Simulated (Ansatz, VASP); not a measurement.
# PtC: VASP beside Ansatz, part 2 of 2

One calculation is typed for both programs; each brings its own data sets. How far apart do they land? The cell is generated by rule, not measured, and may not be a known phase. The cell is taken from a series of runs on this material, whose earlier steps may have relaxed, scaled, displaced or heated it; both programs get it as it stands.

VASP 6.6.1 and Ansatz 0.2.0.

So far. Step 2 (Ansatz: single point, PBEsol, pair 1): The run ends at a pressure of -0.22 GPa, with forces up to 9.9e-4 eV/Å. Step 3 (VASP: single point, PBEsol, pair 1): The run ends at a pressure of -0.19 GPa, with forces up to 0.0012 eV/Å.

## (5) VASP: single point, PBEsol, pair 2

Level of this step: PBEsol; plane waves and PAW (Pt, C); invented cell (VASP).

A single point gives forces, pressure and levels at one fixed geometry, so differences don't come from the geometry; what else differs is listed under the comparison.

File INCAR:

```
SYSTEM = PtC
PREC = Accurate
ENCUT = 600
EDIFF = 1E-06
NELM = 120
ISMEAR = 1
SIGMA = 0.15
LREAL = .FALSE.
ALGO = Normal
GGA = PS
NBANDS = 54
LASPH = .TRUE.
LORBIT = 11
LWAVE = .FALSE.
LCHARG = .FALSE.
ISIF = 2
GGA_COMPAT = .FALSE.
KPAR = 2
```

File POSCAR:

```
PtC
1.0
   -3.1153338582      0.0000030850      0.0000000000
    0.0000000000      0.0000000000     -5.1866556580
    1.5576589139     -8.0938763299      0.0000000000
Pt C
6 6
Direct
    0.6665466758      0.0019359905      0.3330933517
    0.0001199871      0.9980640692      0.0002399743
    0.3333333327      0.0000000105      0.6666666654
    0.6667866575      0.5019359905      0.3335733150
    0.9998800129      0.4980640692      0.9997600257
    0.3333333340      0.5000000105      0.6666666680
    0.2222222222      0.7427471603      0.4444444444
    0.5555555556      0.7577118891      0.1111111111
    0.8888888889      0.7495406875      0.7777777778
    0.7777777778      0.2504592312      0.5555555556
    0.1111111111      0.2422879014      0.2222222222
    0.4444444444      0.2572528841      0.8888888889
```

File KPOINTS:

```
Automatic mesh
0
Gamma
10 6 10
0 0 0
```

Potentials, in the order of the species: Pt and C (PBE family, release 64).

The run is started by

```sh
$ mpirun -np 2 vasp_std
```

Numbers of over 12 decimals in the logs are rounded to 6 here.

Output:

```text
[banner, memory and clock lines left out]
running    2 mpi-ranks, on    1 nodes
[...]
[... a notice as in an earlier step ...]

 LDA part: xc-table for (Slater+PW92), standard interpolation
 POSCAR, INCAR and KPOINTS ok, starting setup
[...]
entering main loop
       N       E                     dE             d eps       ncg     rms          rms(c)
DAV:   1     0.550410653719E+03    0.55041E+03   -0.46501E+04 18576   0.169E+03
DAV:   2    -0.588436603152E+02   -0.60925E+03   -0.58111E+03 20736   0.352E+02
DAV:   3    -0.955967187018E+02   -0.36753E+02   -0.35254E+02 21974   0.778E+01
DAV:   4    -0.965971515604E+02   -0.10004E+01   -0.99155E+00 21148   0.131E+01
[...]
DAV:  14    -0.850945160727E+02    0.27463E-05   -0.19669E-05 21322   0.202E-02    0.123E-02
DAV:  15    -0.850945144004E+02    0.16723E-05   -0.48789E-06 18026   0.882E-03    0.328E-03
DAV:  16    -0.850945143136E+02    0.86884E-07   -0.62498E-07  9324   0.437E-03
   1 F= -.85094514E+02 E0= -.85094542E+02  d E =0.822249E-04
```

OUTCAR, selected parts (step 5):

```text
  Total        0.2316463      0.4938449     -0.8353681      0.0000003      0.0017011      0.0000000
  in kB        2.8378371      6.0499626    -10.2338723      0.0000032      0.0208395      0.0000000
  external PRESSURE =      -0.4486909 kB  Pullay stress =       0.0000000 kB

 POSITION                                       TOTAL-FORCE (eV/Angst)
 -----------------------------------------------------------------------------------
     -1.55767     -2.69601     -0.01004         0.000000      0.009279     -0.088309
     -0.00000     -0.00194     -5.17661        -0.000000     -0.009279      0.088309
     -0.00001     -5.39592     -0.00000         0.000000      0.000000     -0.000000
     -1.55767     -2.69990     -2.60337        -0.000000     -0.010291     -0.097065
     -1.55767     -8.09193     -2.58329         0.000000      0.010291      0.097065
     -0.00001     -5.39592     -2.59333         0.000000      0.000000     -0.000000
     -0.00000     -3.59728     -3.85237        -0.000000     -0.004676      0.008086
     -1.55767     -0.89932     -3.92999        -0.000000     -0.004118     -0.002444
     -1.55767     -6.29523     -3.88761         0.000000      0.003541     -0.004975
     -1.55767     -4.49660     -1.29905        -0.000000     -0.003541      0.004975
     -0.00000     -1.79864     -1.25666         0.000000      0.004118      0.002444
     -0.00001     -7.19456     -1.33428         0.000000      0.004676     -0.008086
 -----------------------------------------------------------------------------------
    total drift:                                0.000000      0.000081     -0.000514

  FREE ENERGIE OF THE ION-ELECTRON SYSTEM (eV)
  ---------------------------------------------------
  free  energy   TOTEN  =       -85.0945143136 eV

  energy  without entropy=      -85.0945965384  energy(sigma->0) =      -85.09454172

[... 1 part as in an earlier step ...]

[... 2 further parts left out ...]
[key lines of the parts left out:]
E-fermi :  10.7330
```

The run ends at a pressure of -0.04 GPa, with forces up to 0.098 eV/Å.

## (6) Ansatz: single point, PBEsol, pair 2

The same cell, functional, mesh and smearing now go to Ansatz, which takes its cutoff from its data sets.

The cell is taken from a series of runs on this material, whose earlier steps may have relaxed, scaled, displaced or heated it; both programs get it as it stands.

File input.yaml:

```yaml
crystal:
  lattice:
    - [-3.1153338582, 3.085e-06, 0.0]
    - [0.0, 0.0, -5.186655658]
    - [1.5576589139, -8.0938763299, 0.0]
  atoms:
    - { symbol: Pt, position: [0.6665466758, 1.0019359905, 0.3330933517] }
    - { symbol: Pt, position: [0.0001199871, 0.9980640692, 0.0002399743] }
    - { symbol: Pt, position: [0.3333333327, 1.0000000105, 0.6666666654] }
    - { symbol: Pt, position: [0.6667866575, 0.5019359905, 0.333573315] }
    - { symbol: Pt, position: [-0.0001199871, 0.4980640692, -0.0002399743] }
    - { symbol: Pt, position: [0.333333334, 0.5000000105, 0.666666668] }
    - { symbol: C, position: [0.2222222222, 0.7427471603, 0.4444444444] }
    - { symbol: C, position: [0.5555555556, 0.7577118891, 0.1111111111] }
    - { symbol: C, position: [0.8888888889, 0.7495406875, 0.7777777778] }
    - { symbol: C, position: [0.7777777778, 0.2504592312, 0.5555555556] }
    - { symbol: C, position: [0.1111111111, 0.2422879014, 0.2222222222] }
    - { symbol: C, position: [0.4444444444, 0.2572528841, 0.8888888889] }
kpoints:
  mp_grid: { grid: [10, 6, 10] }
hamiltonian:
  xc: pbesol
scf:
  occupations: { method: methfessel_paxton, width: 0.15 }
output:
  forces: true
  stress: true
  eigenvalues: true
```

The run is started by

```sh
$ ansatz run input.yaml --threads 4 --pin off --max-ram 7168MiB --backend cpu --events-out ev --progress --plain --runs-dir out
```

Output:

```text
[...]
Crystal: 12 atoms, lattice volume = 130.782 Å³
Basis set: ecut = 420 eV, 2567 PW (Γ), exchange–correlation on 48×72×120 points (8 copies of the dense FFT grid, shifted against one another)
Bands: 80, of which v1, the nominal top of the filled ones, is band 66 counted from 1 (65 counted from 0)
Symmetry: 4 space group operations
[...]
k-points: 172 of 600
[...]
k-point 0: bands = [... 62 lower, 19.4582, 19.4795, 19.6509, 19.7302, 19.7602, 20.3470, 20.3512, 21.1253, ... 10 higher]
  k-point 1: bands = [... 62 lower, 19.1823, 19.6974, 19.7091, 19.7618, 19.7810, 20.0898, 20.5590, 21.1217, ... 10 higher]
  k-point 2: bands = [... 62 lower, 18.9429, 19.6056, 19.7907, 19.8307, 19.8964, 20.0515, 20.7217, 21.1109, ... 10 higher]
  k-point 171: bands = [... 62 lower, 18.6295, 18.6411, 18.7498, 18.7582, 20.9004, 20.9014, 21.6768, 21.6788, ... 10 higher]
[key lines of the parts left out:]
SCF converged after 6 iterations
Free energy (F): -75768.457378 eV
Fermi energy:    20.037662 eV
P = ⅓ Tr σ = -0.0554 GPa (-0.554 kbar)
```

The run ends at a pressure of -0.06 GPa, with forces up to 0.10 eV/Å.

## (7) Comparison

What differs besides the data sets and the points named for the pairs above, as far as they apply: the data sets hold 132 valence electrons in Ansatz (on its default PAW (the set named soft_2) files) and 84 in VASP. Total energies have different zeros and are not compared.

The two programs side by side:

```csv
quantity,Ansatz,VASP,difference
pressure (GPa),-0.06,-0.04,-0.01
```

Forces on 7 of the 12 atoms, those with the largest forces and the largest differences (eV/Å; atoms numbered as in POSCAR):

```csv
atom,"Ansatz x, y, z","VASP x, y, z"
Pt1,"0.000, 0.016, -0.090","0.000, 0.009, -0.088"
Pt2,"0.000, -0.016, 0.090","0.000, -0.009, 0.088"
Pt4,"0.000, -0.017, -0.099","0.000, -0.010, -0.097"
Pt5,"0.000, 0.017, 0.099","0.000, 0.010, 0.097"
C7,"0.000, -0.004, 0.012","0.000, -0.005, 0.008"
C11,"0.000, 0.004, 0.006","0.000, 0.004, 0.002"
C12,"0.000, 0.004, -0.012","0.000, 0.005, -0.008"
```

The forces differ by 2.7 meV/Å r.m.s., which is 8.6 % of the r.m.s. force of 0.031 eV/Å (both taken over all components).

## (8) Ansatz: single point, PBEsol, pair 3

With cell and atoms fixed, the geometry can't cause a difference; cores, projectors, grids and the points listed under the comparison can.

The cell is taken from a series of runs on this material, whose earlier steps may have relaxed, scaled, displaced or heated it; both programs get it as it stands.

File input.yaml:

```yaml
crystal:
  lattice:
    - [-3.1153338582, 3.085e-06, 0.0]
    - [0.0, 0.0, -5.186655658]
    - [1.5576589139, -8.0938763299, 0.0]
  atoms:
    - { symbol: Pt, position: [0.6662466988, 1.0067759669, 0.3324933975] }
    - { symbol: Pt, position: [0.0004199549, 0.9932242421, 0.0008399099] }
    - { symbol: Pt, position: [0.3333333311, 1.0000000368, 0.6666666621] }
    - { symbol: Pt, position: [0.6670866346, 0.5067759669, 0.3341732691] }
    - { symbol: Pt, position: [-0.0004199549, 0.4932242421, -0.0008399099] }
    - { symbol: Pt, position: [0.3333333356, 0.5000000368, 0.6666666712] }
    - { symbol: C, position: [0.2222222222, 0.7246150609, 0.4444444444] }
    - { symbol: C, position: [0.5555555556, 0.7769916118, 0.1111111111] }
    - { symbol: C, position: [0.8888888889, 0.7483924064, 0.7777777778] }
    - { symbol: C, position: [0.7777777778, 0.2516073091, 0.5555555556] }
    - { symbol: C, position: [0.1111111111, 0.2230076548, 0.2222222222] }
    - { symbol: C, position: [0.4444444444, 0.2753850944, 0.8888888889] }
kpoints:
  mp_grid: { grid: [10, 6, 10] }
hamiltonian:
  xc: pbesol
scf:
  occupations: { method: methfessel_paxton, width: 0.15 }
output:
  forces: true
  stress: true
  eigenvalues: true
```

Output:

```text
[...]
k-point 0: bands = [... 62 lower, 19.5049, 19.7807, 19.7966, 19.7994, 20.1413, 20.3644, 20.4057, 21.1819, ... 10 higher]
  k-point 1: bands = [... 62 lower, 19.3415, 19.7455, 19.8953, 19.9071, 20.1237, 20.1747, 20.5994, 21.1780, ... 10 higher]
  k-point 2: bands = [... 62 lower, 19.0627, 19.6350, 19.8284, 20.0287, 20.1702, 20.2641, 20.7651, 21.1664, ... 10 higher]
  k-point 171: bands = [... 62 lower, 18.5375, 18.6572, 18.7849, 18.8991, 20.8035, 20.8352, 21.6416, 21.6961, ... 10 higher]
[key lines of the parts left out:]
SCF converged after 7 iterations
Free energy (F): -75768.449434 eV
Fermi energy:    20.076800 eV
P = ⅓ Tr σ = 1.8106 GPa (18.106 kbar)
```

The run ends at a pressure of 1.81 GPa, with forces up to 0.21 eV/Å.

## (9) VASP: single point, PBEsol, pair 3

The same cell, functional, mesh and smearing now go to VASP, with its own data sets.

INCAR is that of step 5.

File POSCAR:

```
PtC
1.0
   -3.1153338582      0.0000030850      0.0000000000
    0.0000000000      0.0000000000     -5.1866556580
    1.5576589139     -8.0938763299      0.0000000000
Pt C
6 6
Direct
    0.6662466988      0.0067759669      0.3324933975
    0.0004199549      0.9932242421      0.0008399099
    0.3333333311      0.0000000368      0.6666666621
    0.6670866346      0.5067759669      0.3341732691
    0.9995800451      0.4932242421      0.9991600901
    0.3333333356      0.5000000368      0.6666666712
    0.2222222222      0.7246150609      0.4444444444
    0.5555555556      0.7769916118      0.1111111111
    0.8888888889      0.7483924064      0.7777777778
    0.7777777778      0.2516073091      0.5555555556
    0.1111111111      0.2230076548      0.2222222222
    0.4444444444      0.2753850944      0.8888888889
```

KPOINTS is that of step 5.

The run is started by

```sh
$ mpirun -np 2 vasp_std
```

Output:

```text
[... set-up lines as in an earlier step ...]
 entering main loop
       N       E                     dE             d eps       ncg     rms          rms(c)
DAV:   1     0.551579620370E+03    0.55158E+03   -0.46514E+04 18576   0.169E+03
DAV:   2    -0.586285736934E+02   -0.61021E+03   -0.58191E+03 20688   0.353E+02
DAV:   3    -0.956948607107E+02   -0.37066E+02   -0.35564E+02 21876   0.782E+01
DAV:   4    -0.967295920532E+02   -0.10347E+01   -0.10257E+01 21212   0.134E+01
[...]
DAV:  14    -0.850821910565E+02    0.47908E-05   -0.42501E-05 21420   0.356E-02    0.157E-02
DAV:  15    -0.850821900542E+02    0.10023E-05   -0.76036E-06 19624   0.158E-02    0.907E-03
DAV:  16    -0.850821893826E+02    0.67155E-06   -0.14143E-06  9464   0.775E-03
   1 F= -.85082189E+02 E0= -.85082809E+02  d E =0.185816E-02
```

From OUTCAR (step 9):

```text
  Total        0.8248033      1.8841578      1.8905348      0.0000010      0.0741554      0.0000001
  in kB       10.1044452     23.0823150     23.1604373      0.0000129      0.9084586      0.0000009
  external PRESSURE =      18.7823992 kB  Pullay stress =       0.0000000 kB

 POSITION                                       TOTAL-FORCE (eV/Angst)
 -----------------------------------------------------------------------------------
     -1.55767     -2.69116     -0.03514        -0.000000     -0.107855     -0.079669
     -0.00000     -0.00680     -5.15151         0.000000      0.107855      0.079669
     -0.00001     -5.39592     -0.00000         0.000000     -0.000000      0.000000
     -1.55767     -2.70476     -2.62847         0.000000      0.087573     -0.150808
     -1.55767     -8.08708     -2.55818        -0.000000     -0.087573      0.150808
     -0.00001     -5.39592     -2.59333         0.000000     -0.000000      0.000000
     -0.00000     -3.59728     -3.75833        -0.000000     -0.033343     -0.173093
     -1.55767     -0.89932     -4.02999        -0.000000     -0.070568      0.213844
     -1.55767     -6.29523     -3.88165         0.000000      0.023767     -0.013615
     -1.55767     -4.49660     -1.30500        -0.000000     -0.023767      0.013615
     -0.00000     -1.79864     -1.15666         0.000000      0.070568     -0.213844
     -0.00001     -7.19456     -1.42833         0.000000      0.033343      0.173093
 -----------------------------------------------------------------------------------
    total drift:                                0.000000      0.000287     -0.001832

  FREE ENERGIE OF THE ION-ELECTRON SYSTEM (eV)
  ---------------------------------------------------
  free  energy   TOTEN  =       -85.0821893826 eV

  energy  without entropy=      -85.0840475465  energy(sigma->0) =      -85.08280877

[... 2 parts as in an earlier step ...]

[... 1 further part left out ...]
[key lines of the parts left out:]
E-fermi :  10.7737
```

The run ends at a pressure of 1.88 GPa, with forces up to 0.23 eV/Å.

## (10) Comparison

What differs besides the data sets and the points named for the pairs above, as far as they apply: the data sets hold 132 valence electrons in Ansatz (on its default PAW (the set named soft_2) files) and 84 in VASP. Total energies have different zeros and are not compared.

Compared:

```csv
quantity,Ansatz,VASP,difference
pressure (GPa),1.81,1.88,-0.07
```

Forces on 8 of the 12 atoms, those with the largest forces and the largest differences (eV/Å; atoms numbered as in POSCAR):

```csv
atom,"Ansatz x, y, z","VASP x, y, z"
Pt1,"0.000, -0.082, -0.088","0.000, -0.108, -0.080"
Pt2,"0.000, 0.082, 0.088","0.000, 0.108, 0.080"
Pt4,"0.000, 0.066, -0.161","0.000, 0.088, -0.151"
Pt5,"0.000, -0.066, 0.161","0.000, -0.088, 0.151"
C7,"0.000, -0.029, -0.158","0.000, -0.033, -0.173"
C8,"0.000, -0.066, 0.198","0.000, -0.071, 0.214"
C11,"0.000, 0.066, -0.198","0.000, 0.071, -0.214"
C12,"0.000, 0.029, 0.158","0.000, 0.033, 0.173"
```

The forces differ by 10 meV/Å r.m.s., which is 11.8 % of the r.m.s. force of 0.085 eV/Å (both taken over all components).

## (11) Results

```
difference in pressure (single point, PBEsol, pair 1)  : -0.031 GPa
r.m.s. force difference (single point, PBEsol, pair 2) : 2.7 meV/Å
r.m.s. force difference (single point, PBEsol, pair 3) : 10 meV/Å
```

The r.m.s. force difference is 10 meV/Å (single point, PBEsol, pair 3), within the 12 meV/Å picked in this series as the mark of a large difference. The data sets hold unlike numbers of valence electrons (132 in Ansatz and 84 in VASP), so part of the differences comes from the potentials. 1 further run of this series is not shown here. How closely two codes agree says nothing of how well the functional describes the real material.

[Lines on the potential files, build, host, timing and source positions are cut from VASP's logs without a mark.]

[Logs are printed without paths, hosts, clocks, repeated set-up lines and the standing remarks that a program may print on its own settings, such as how far it seeks lower states.]

[Hosts, paths, dates, database ids (printed as entryN), source tags and the programs' standing remarks are cut or masked in the printed files.]
